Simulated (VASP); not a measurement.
Level of theory: PBE GGA, VASP's PBE PAW potentials (set 64) (plane waves; VASP).

The input files of a VASP run:

### INCAR
```
GGA  =  PE
PREC  =  Accurate
LREAL  =  .FALSE.   ! projection in real space or not
LMAXMIX  =  4
SIGMA  =  0.1
EDIFF  =  1E-6   ! SCF stop (eV)
LWAVE  =  .FALSE.
ISMEAR  =  1   ! Methfessel-Paxton
NELM  =  100   ! most electronic steps
LCHARG  =  .FALSE.
LASPH  =  .TRUE.
SYSTEM  =  Ti
ISIF  =  2   ! forces and stress, cell fixed
ENCUT  =  400   ! plane-wave cut-off (eV)
ALGO  =  Normal   ! blocked Davidson
```

POSCAR:
```
Ti
1
    1.5045000000    -2.6058700000     0.0000000000
    1.5045000000     2.6058700000     0.0000000000
    0.0000000000     0.0000000000     4.7736000000
Ti
2
Direct
  0.3333330000   0.6666670000   0.2500000000
  0.6666670000   0.3333330000   0.7500000000
```

**KPOINTS**
```
Automatic mesh
0
Gamma
9 9 5
0 0 0
```

POTCAR, in this order: Ti_sv (PBE.64 set). Program: vasp_std.

Output of the run:

### OUTCAR
```
 ion  position               nearest neighbor table
   1  0.333  0.667  0.250-
   2  0.667  0.333  0.750-
  LATTYP: Found a hexagonal cell.
 ALAT       =     3.0089996190
 C/A-ratio  =     1.5864408789
 Subroutine PRICEL returns:
 Original cell was already a primitive cell.
 Subroutine GETGRP returns: Found 24 space group operations
The static configuration has the point symmetry D_3d.
 The point group associated with its full space group is D_6h.
The dynamic configuration has the point symmetry D_3d.
 Subroutine INISYM returns: Found 24 space group operations
 Subroutine IBZKPT returns following result:
 Found     36 irreducible k-points:

 Following reciprocal coordinates:
            Coordinates               Weight
  0.000000  0.000000  0.000000      1.000000
  0.111111  0.000000  0.000000      6.000000
  0.222222 -0.000000  0.000000      6.000000
  0.333333  0.000000  0.000000      6.000000
  0.444444 -0.000000  0.000000      6.000000
  0.111111  0.111111  0.000000      6.000000
  0.222222  0.111111  0.000000     12.000000
...
```

OSZICAR:
```
       N       E                     dE             d eps       ncg     rms          rms(c)
DAV:   1     0.226153957997E+03    0.22615E+03   -0.12016E+04  1160   0.156E+03
DAV:   2     0.865390685644E+01   -0.21750E+03   -0.21622E+03  1224   0.451E+02
DAV:   3    -0.167018994919E+02   -0.25356E+02   -0.25158E+02  2216   0.127E+02
DAV:   4    -0.178689955545E+02   -0.11671E+01   -0.11670E+01  1240   0.275E+01
DAV:   5    -0.179285756913E+02   -0.59580E-01   -0.59580E-01  1904   0.442E+00    0.112E+01
DAV:   6    -0.155980249170E+02    0.23306E+01   -0.92558E+00  1352   0.341E+01    0.265E+00
DAV:   7    -0.155826215753E+02    0.15403E-01   -0.77826E-01  1696   0.709E+00    0.199E+00
DAV:   8    -0.156003133338E+02   -0.17692E-01   -0.20437E-01  1376   0.604E+00    0.656E-01
DAV:   9    -0.155908534953E+02    0.94598E-02   -0.60203E-02  1376   0.256E+00    0.562E-02
DAV:  10    -0.155909418678E+02   -0.88372E-04   -0.17409E-03  1752   0.326E-01    0.669E-02
DAV:  11    -0.155909981259E+02   -0.56258E-04   -0.15177E-04  1432   0.109E-01    0.181E-02
DAV:  12    -0.155909919899E+02    0.61360E-05   -0.28343E-05  1576   0.384E-02    0.672E-03
DAV:  13    -0.155909899604E+02    0.20296E-05   -0.24499E-06  1296   0.188E-02    0.196E-03
DAV:  14    -0.155909899015E+02    0.58803E-07   -0.16334E-07   856   0.413E-03
   1 F= -.15590990E+02 E0= -.15591339E+02  d E =0.104728E-02
```

### OUTCAR
```
------------------------ aborting loop because EDIFF is reached ----------------------------------------
  FORCE on cell =-STRESS in cart. coord.  units (eV):
  Direction    XX          YY          ZZ          XY          YZ          ZX
  --------------------------------------------------------------------------------------
  Total       -1.8119490     -1.8119484     -2.0776241      0.0000000      0.0000000      0.0000000
  in kB      -77.5596053    -77.5595791    -88.9317011      0.0000000      0.0000000      0.0000000
  external PRESSURE =     -81.3502952 kB  Pullay stress =       0.0000000 kB
  volume of cell :       37.43
      direct lattice vectors                 reciprocal lattice vectors
     1.504500000 -2.605870000  0.000000000     0.332336324 -0.191874499  0.000000000
     1.504500000  2.605870000  0.000000000     0.332336324  0.191874499  0.000000000
     0.000000000  0.000000000  4.773600000     0.000000000  0.000000000  0.209485504
 POSITION                                       TOTAL-FORCE (eV/Angst)
 -----------------------------------------------------------------------------------
      1.50450      0.86863      1.19340         0.000000     -0.000000      0.000000
      1.50450     -0.86863      3.58020        -0.000000      0.000000      0.000000
 -----------------------------------------------------------------------------------
    total drift:                                0.000198      0.001073     -0.000018
  FREE ENERGIE OF THE ION-ELECTRON SYSTEM (eV)
  ---------------------------------------------------
  free  energy   TOTEN  =       -15.5909899015 eV

  energy  without entropy=      -15.5920371817  energy(sigma->0) =      -15.59133899
```
(Selected blocks of OUTCAR.)

The compound is Ti in the hcp structure. The cell was not relaxed at this level. The run is one of a series of settings (KPOINTS 9×9×5 Γ-centred mesh against the base run), some of them coarse on purpose.
